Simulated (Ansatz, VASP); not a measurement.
# HfIn4SiO6 in VASP and in Ansatz

INCAR

```
SYSTEM = HfIn4SiO6
PREC = Accurate
ENCUT = 520
EDIFF = 1E-7
ISMEAR = -1
SIGMA = 0.05
LREAL = .False.
LASPH = .True.
NELM = 60
ALGO = Normal
ISIF = 2
LWAVE = .False.
LCHARG = .False.
GGA = PE
NBANDS = 63
KPAR = 4
```

File KPOINTS:

```
Automatic mesh
0
Gamma
  5 5 4
  0 0 0
```

POSCAR

```
HfIn4SiO6
1.0
    3.1642884360     -5.4638178469     -0.0241957769
    3.1642884360      5.4638178469     -0.0241957769
   -1.4602494205      0.0000000000      6.1912780829
Hf In Si O
1 4 1 6
Direct
    0.1017800000      0.1017800000      0.0091200000
    0.7922200000      0.4820400000      0.0081800000
    0.4820400000      0.7922200000      0.0081800000
    0.5447200000      0.2198300000      0.4839800000
    0.2198300000      0.5447200000      0.4839800000
    0.8543300000      0.8543300000      0.4452300000
    0.8350000000      0.5882200000      0.3810400000
    0.5882200000      0.8350000000      0.3810400000
    0.0289900000      0.0289900000      0.2950000000
    0.9792000000      0.9792000000      0.6955500000
    0.4285200000      0.1451400000      0.0743500000
    0.1451400000      0.4285200000      0.0743500000
```

The input input.yaml:

```yaml
crystal:
  lattice:
    - [3.164288436, -5.4638178469, -0.0241957769]
    - [3.164288436, 5.4638178469, -0.0241957769]
    - [-1.4602494205, 0.0, 6.1912780829]
  atoms:
    - { symbol: Hf, position: [0.10178, 0.10178, 0.00912] }
    - { symbol: In, position: [0.79222, 0.48204, 0.00818] }
    - { symbol: In, position: [0.48204, 0.79222, 0.00818] }
    - { symbol: In, position: [0.54472, 0.21983, 0.48398] }
    - { symbol: In, position: [0.21983, 0.54472, 0.48398] }
    - { symbol: Si, position: [0.85433, 0.85433, 0.44523] }
    - { symbol: O, position: [0.835, 0.58822, 0.38104] }
    - { symbol: O, position: [0.58822, 0.835, 0.38104] }
    - { symbol: O, position: [0.02899, 0.02899, 0.295] }
    - { symbol: O, position: [0.9792, 0.9792, 0.69555] }
    - { symbol: O, position: [0.42852, 0.14514, 0.07435] }
    - { symbol: O, position: [0.14514, 0.42852, 0.07435] }
hamiltonian:
  xc: pbe
  pseudopotentials: { kind: paw }
kpoints:
  mp_grid: { grid: [5, 5, 4] }
scf:
  occupations: { method: fermi_dirac, width: 0.05 }
output:
  forces: true
  stress: true
  eigenvalues: true
```

Change from the starting cell: volume scaled by 0.94.

Alike in both runs: task single point; functional PBE; k mesh 5 × 5 × 4; occupations fermi-dirac, width 0.05 eV; no spin polarisation.

```csv
,VASP,Ansatz
version,VASP 6.6.1,Ansatz 0.2.0
potentials or method,"VASP PAW PBE potentials, release 64 (Hf_pv, In_d, Si, O)",Ansatz PAW
plane-wave cutoff (eV),520,420
valence electrons in the cell,102,118
```

Ansatz gave:

* gap on the k mesh at the Fermi level (eV): 0.47
* least direct gap on the mesh (eV): 0.74
* pressure (GPa): 6.1
* largest component of the traceless stress (GPa): 0.98
* rms of the force components (eV/Å): 0.377

**Question.** Estimate VASP's values.

**Answer.** gap on the k mesh at the Fermi level (eV): 0.46; least direct gap on the mesh (eV): 0.73; pressure (GPa): 5.9; largest component of the traceless stress (GPa): 0.84; rms of the force components (eV/Å): 0.381.

Atom by atom the forces differ by 0.055 eV/Å (rms over components). The functional is the same, so the differences come from potentials, cutoffs and numerics. The two sets of potentials don't hold the same shells in valence.

Caveats: spin-orbit coupling is left out, which moves the levels of the heavy elements; an odd mesh through Γ misses points on the zone boundary, where band edges often lie (VASP); forces of over 1 eV/Å show positions far from the minimum, so gaps and moduli don't describe the material at rest (VASP); odd divisions of the mesh miss points on the zone boundary, where band edges often lie, so the gap on the mesh can be too wide (Ansatz); the pressure holds a Pulay correction of +0.4 GPa for the finite cutoff (Ansatz).
